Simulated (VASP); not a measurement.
Calculation: PBEsol GGA, VASP's PBE PAW potentials (set 64) (plane waves; VASP).

A VASP calculation is set up with these files.

### INCAR
```
ALGO = Normal
EDIFF = 1E-7
ENCUT = 400
GGA = PS
ICHARG = 11
ISMEAR = 0
LASPH = T
LCHARG = F
LMAXMIX = 4
LORBIT = 11
LREAL = F
LWAVE = F
NELM = 100
PREC = Accurate
SIGMA = 0.05
SYSTEM = BeMg3Te4
```

KPOINTS:
```
k-points along high-symmetry lines
12
Line-mode
Reciprocal
  0.000000   0.000000   0.000000 ! GAMMA
  0.000000   0.000000  -0.500000 ! T

  0.000000   0.000000  -0.500000 ! T
 -0.328125   0.328125  -0.500000 ! H_2

 -0.343750   0.328125  -0.187500 ! H_0
  0.000000   0.500000   0.500000 ! L

  0.000000   0.500000   0.500000 ! L
  0.000000   0.000000   0.000000 ! GAMMA

  0.000000   0.000000   0.000000 ! GAMMA
 -0.335937   0.335938   0.000000 ! S_0

 -0.335938   0.328125  -0.343750 ! S_2
 -0.500000   0.000000  -1.000000 ! F

 -0.500000   0.000000  -1.000000 ! F
  0.000000   0.000000   0.000000 ! GAMMA
```

File POSCAR:
```
BeMg3Te4
1
   -0.0000000000     3.0973693924     3.0973693924
    3.0973693924    -0.0000000000     3.0973693924
   12.5870533570    12.5870533570    -0.1975757873
Mg Te Be
3 4 1
Direct
  0.0188995091   0.0188995091   0.9858253682
  0.0026435256   0.0026435256   0.2480173557
  0.9865297514   0.9865297514   0.5101026865
  0.2545803818   0.2545803818   0.0590647138
  0.2387045677   0.2387045677   0.3209715742
  0.2231423507   0.2231423507   0.5826432369
  0.2730330995   0.2730330995   0.7952251754
  0.0024668143   0.0024668143   0.7481498893
```

POTCAR, in this order: Mg Te Be (PBE.64 set). Program: vasp_std. Read from the step before: CHGCAR.

The run wrote:

OUTCAR:
```
 ion  position               nearest neighbor table
   1  0.019  0.019  0.986-   4 2.75   4 2.75   4 2.75   7 2.79
   2  0.003  0.003  0.248-   5 2.75   5 2.75   5 2.75   4 2.77
   3  0.987  0.987  0.510-   6 2.74   6 2.74   6 2.74   5 2.77
   4  0.255  0.255  0.059-   1 2.75   1 2.75   1 2.75   2 2.77
   5  0.239  0.239  0.321-   2 2.75   2 2.75   2 2.75   3 2.77
   6  0.223  0.223  0.583-   8 2.42   3 2.74   3 2.74   3 2.74
   7  0.273  0.273  0.795-   8 2.62   8 2.62   8 2.62   1 2.79
   8  0.002  0.002  0.748-   6 2.42   7 2.62   7 2.62   7 2.62
  LATTYP: Found a trigonal (rhomboedric) cell.
 ALAT       =    14.8650559731
 COS(alpha) =     0.9565836902
 Subroutine PRICEL returns:
 Original cell was already a primitive cell.
 Subroutine GETGRP returns: Found  6 space group operations
The static configuration has the point symmetry C_3v.
The dynamic configuration has the point symmetry C_3v.
 Subroutine INISYM returns: Found  6 space group operations
   k-points           NKPTS =     84   k-points in BZ     NKDIM =     84   number of bands    NBANDS=     21
   number of dos      NEDOS =    301   number of ions     NIONS =      8
   total plane-waves  NPLWV = 108000
   dimension x,y,z NGX =    30 NGY =   30 NGZ =  120
   dimension x,y,z NGXF=    60 NGYF=   60 NGZF=  240
   ions per type =               3   4   1
   PREC   = accura    normal or accurate (medium, high low for compatibility)
   ISTART =      0    job   : 0-new  1-cont  2-samecut
   ICHARG =     11    charge: 1-file 2-atom 10-const
   ISPIN  =      1    spin polarized calculation?
   LNONCOLLINEAR =      F non collinear calculations
   LSORBIT =      F    spin-orbit coupling
   INIWAV =      1    electr: 0-lowe 1-rand  2-diag
   ENCUT  =  400.0 eV  29.40 Ry    5.42 a.u.   7.14  7.14 29.03*2*pi/ulx,y,z
   NELM   =    100;   NELMIN=  2; NELMDL= -5     # of ELM steps
   EDIFF  = 0.1E-06   stopping-criterion for ELM
   LREAL  =      F    real-space projection
   NLSPLINE    = F    spline interpolate recip. space projectors
   LMAXMIX     =    4 max onsite mixed and CHGCAR
   VOSKOWN=      0    Vosko Wilk Nusair interpolation
   EDIFFG = 0.1E-05   stopping-criterion for IOM
   NSW    =      0    number of steps for IOM
...
```

**OSZICAR**
```
       N       E                     dE             d eps       ncg     rms          rms(c)
DAV:   1     0.116370034728E+03    0.11637E+03   -0.94173E+03  3528   0.941E+02
DAV:   2    -0.144551658632E+02   -0.13083E+03   -0.12479E+03  5024   0.152E+02
DAV:   3    -0.244780575430E+02   -0.10023E+02   -0.99176E+01  4382   0.466E+01
DAV:   4    -0.247468671277E+02   -0.26881E+00   -0.26831E+00  4741   0.919E+00
DAV:   5    -0.247524350460E+02   -0.55679E-02   -0.55660E-02  4339   0.135E+00
DAV:   6    -0.247526295343E+02   -0.19449E-03   -0.19447E-03  4894   0.214E-01
DAV:   7    -0.247526343332E+02   -0.47989E-05   -0.47988E-05  4355   0.309E-02
DAV:   8    -0.247526345755E+02   -0.24227E-06   -0.24228E-06  3711   0.565E-03
DAV:   9    -0.247526345898E+02   -0.14340E-07   -0.14354E-07  3051   0.143E-03
   1 F= -.24752635E+02 E0= -.24752635E+02  d E =-.413540E-13
```

OUTCAR:
```
 val. band max:        2.6010229157   @ k =   0.0000   0.0000   0.0000

 cond. band min:       4.7495754708   @ k =   0.0000   0.0000   0.0000



 k-point     1 :       0.0000    0.0000    0.0000
  band No.  band energies     occupation
      1      -8.2917      2.00000
      2      -7.8565      2.00000
      3      -7.7348      2.00000
      4      -7.4165      2.00000
      5      -1.3855      2.00000
      6      -0.1006      2.00000
      7       0.2585      2.00000
      8       1.7547      2.00000
      9       1.7547      2.00000
     10       2.3024      2.00000
     11       2.3024      2.00000
     12       2.3674      2.00000
     13       2.4160      2.00000
     14       2.4160      2.00000
     15       2.6010      2.00000
     16       2.6010      2.00000
     17       4.7496      0.00000
     18       5.3286      0.00000
     19       6.0855      0.00000
     20       6.3002      0.00000
     21       6.7235      0.00000

 k-point     2 :       0.0000    0.0000   -0.0455
  band No.  band energies     occupation
      1      -8.2915      2.00000
      2      -7.8595      2.00000
      3      -7.7309      2.00000
      4      -7.4175      2.00000
      5      -1.3826      2.00000
      6      -0.1302      2.00000
      7       0.2910      2.00000
      8       1.7547      2.00000
      9       1.7547      2.00000
     10       2.3015      2.00000
     11       2.3015      2.00000
     12       2.3578      2.00000
     13       2.4176      2.00000
     14       2.4176      2.00000
     15       2.6004      2.00000
     16       2.6004      2.00000
     17       4.7545      0.00000
     18       5.3326      0.00000
     19       6.0848      0.00000
     20       6.2988      0.00000
     21       6.7236      0.00000

 k-point     3 :       0.0000    0.0000   -0.0909
  band No.  band energies     occupation
      1      -8.2909      2.00000
      2      -7.8676      2.00000
      3      -7.7204      2.00000
      4      -7.4206      2.00000
...
```

The density is held fixed in this step, so its total energy and stress have no physical meaning. Unless said otherwise, spin-orbit coupling is left out, though it shifts the bands of the heavy elements here.

The structure was generated: BeMg3Te4 was put into an ordered model structure (R3m), which need not be its known phase. It was relaxed first.
